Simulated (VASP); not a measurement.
```
CELL_PARAMETERS angstrom
      4.73132     0.00000     0.00000
      0.00000     4.73132     0.00000
      0.00000     0.00000     3.19593
ATOMIC_POSITIONS crystal
  Sn 0.50000 0.50000 0.50000
  Sn 0.00000 0.00000 0.00000
  O  0.19406 0.80594 0.50000
  O  0.80594 0.19406 0.50000
  O  0.69406 0.69406 0.00000
  O  0.30594 0.30594 0.00000
```

Computed with LDA (Ceperley-Alder, Perdew-Zunger), VASP's LDA PAW potentials (set 64) (plane waves; VASP). Run with 520 eV cut-off, Gaussian smearing of 0.050 eV, potentials Sn_d O.

Unless said otherwise, spin-orbit coupling is left out, though it shifts the bands of the heavy elements here.

**Question.** Give the energies of bands 16 to 29 at the high-symmetry points, in eV from the valence-band maximum.

**Answer.** 
| band | Γ | X | M | Z | R | A |
|---|---|---|---|---|---|---|
| 16 | -4.17 | -6.68 | -5.55 | -7.37 | -7.04 | -8.16 |
| 17 | -4.17 | -3.20 | -4.00 | -4.34 | -5.70 | -5.14 |
| 18 | -4.07 | -3.20 | -4.00 | -4.34 | -5.70 | -5.14 |
| 19 | -3.20 | -3.03 | -3.11 | -3.82 | -4.31 | -2.64 |
| 20 | -2.08 | -3.03 | -3.11 | -3.82 | -4.31 | -2.64 |
| 21 | -1.94 | -2.03 | -2.06 | -2.71 | -1.79 | -2.44 |
| 22 | -1.28 | -2.03 | -2.06 | -2.71 | -1.79 | -2.44 |
| 23 | -1.28 | -1.24 | -1.37 | -1.72 | -1.13 | -0.98 |
| 24 | -0.81 | -1.24 | -1.37 | -1.72 | -1.13 | -0.98 |
| 25 | -0.81 | -0.65 | -0.91 | -1.28 | -0.72 | -0.84 |
| 26 | 0.00 | -0.65 | -0.91 | -1.28 | -0.72 | -0.84 |
| 27 | 1.13 | 4.30 | 4.68 | 6.00 | 6.29 | 4.66 |
| 28 | 5.92 | 4.30 | 4.68 | 6.00 | 6.29 | 4.66 |
| 29 | 6.04 | 6.80 | 7.29 | 9.50 | 7.85 | 8.62 |

The gap is direct, 1.13 eV, from the valence maximum at Γ to the conduction minimum at Γ.

The structure comes from a computed database's SnO2 entry (P4_2/mnm); how it stands against other phases isn't given here. It was relaxed first.
